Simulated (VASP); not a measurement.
Consider the following.

```
ISSb
1.0
    8.29171     0.00000     0.00000
    0.00000     4.00995     0.00000
    0.00000     0.00000     9.96661
Sb S I
4 4 4
Direct
  0.62715   0.75000   0.37486
  0.37285   0.25000   0.62514
  0.87285   0.25000   0.87486
  0.12715   0.75000   0.12514
  0.84057   0.75000   0.04803
  0.15943   0.25000   0.95197
  0.65943   0.25000   0.54803
  0.34057   0.75000   0.45197
  0.01333   0.75000   0.66971
  0.98667   0.25000   0.33029
  0.48667   0.25000   0.16971
  0.51333   0.75000   0.83029
```

Calculation: LDA (Ceperley-Alder, Perdew-Zunger), VASP's LDA PAW potentials (set 64) (plane waves; VASP). Numerical set-up: 400 eV cut-off, Gaussian smearing of 0.050 eV, potentials Sb S I.

Unless said otherwise, spin-orbit coupling is left out, though it shifts the bands of the heavy elements here.

Task: Estimate the band gap (along the path) with the smallest direct gap where there is one.

Result: 
```
Quantity                               Result
------------------------------------  -------
band gap (along the path)             1.47 eV
smallest direct gap (along the path)  1.58 eV
```

The absolute energy has meaning only against runs of the same code, potentials and settings.

The structure comes from a computed database's SbSI entry (Pnma), a phase known from measurement. It was relaxed first, which changed the volume by -13 %.
